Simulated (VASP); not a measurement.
Data:

```
C
1.0
    0.00000     1.78672     1.78672
    1.78672     0.00000     1.78672
    1.78672     1.78672     0.00000
C
2
Direct
  0.00000   0.00000   0.00000
  0.25000   0.25000   0.25000
```

All values below come from PBE GGA, VASP's PBE PAW potentials (set 64) (plane waves; VASP). Run with 520 eV cut-off, Gaussian smearing of 0.050 eV, potentials C.

### Question
Give the energies of bands 2 to 7 at the high-symmetry points, in eV from the valence-band maximum.

### Answer

```tsv
band	Γ	X	U	L	W
2	0.00	-12.72	-11.70	-13.31	-11.94
3	0.00	-6.26	-9.26	-2.79	-8.27
4	0.00	-6.26	-5.33	-2.79	-8.27
5	5.57	4.75	5.66	8.44	10.60
6	5.57	4.75	10.70	8.44	10.60
7	5.57	16.72	14.30	8.77	12.25
```

The gap is indirect, 4.12 eV, from the valence maximum at Γ to the conduction minimum at Γ-X at 0.71.

The compound is C in the diamond structure. It was relaxed first.
